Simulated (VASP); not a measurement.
Zn:

```
Zn
1.0
     3.77113    0.00000    0.00000
     0.00000    3.77113    0.00000
     0.00000    0.00000    3.77113
Zn
3
Direct
  0.00000 0.50000 0.50000
  0.50000 0.00000 0.50000
  0.50000 0.50000 0.00000
```

The cell was built by a generator and needn't be a form met in nature.

| Item | Value |
| --- | --- |
| Program | VASP 6.6.1 |
| Task | relaxation of cell and atoms |
| Functional | LDA |
| Potentials or basis | VASP PAW LDA potentials, release 64 (Zn) |
| Cutoff | 600 eV |
| k mesh | 7 × 7 × 7 |
| Occupations | fermi-dirac, width 0.05 eV |
| Spin | no spin polarisation |

At the start: pressure -6.8 GPa; volume 17.88 Å³/atom.

Problem. Where does the relaxation end?

Solution. Over 3 steps the energy falls by 50.6 meV/atom and the volume is 15.81 Å³/atom (-11.5 %); space group Pm-3m (No. 221, to 0.05 Å).

Step by step:
```
step  energy change (eV)  largest force (eV/Å)  pressure (GPa)  volume (Å³)
   1              0.0000                0.0000           -6.79        53.63
   2             -0.1503                0.0000           -0.87        47.96
   3             -0.1517                0.0000           -0.01        47.44
```

Final structure:
```cif
data_structure
_symmetry_space_group_name_H-M 'P 1'
_symmetry_Int_Tables_number 1
_cell_length_a 3.6200
_cell_length_b 3.6200
_cell_length_c 3.6200
_cell_angle_alpha 90.000
_cell_angle_beta 90.000
_cell_angle_gamma 90.000
_cell_volume 47.44
loop_
_atom_site_label
_atom_site_type_symbol
_atom_site_fract_x
_atom_site_fract_y
_atom_site_fract_z
_atom_site_occupancy
Zn1 Zn 0.00000 0.50000 0.50000 1
Zn2 Zn 0.50000 0.00000 0.50000 1
Zn3 Zn 0.50000 0.50000 0.00000 1
```
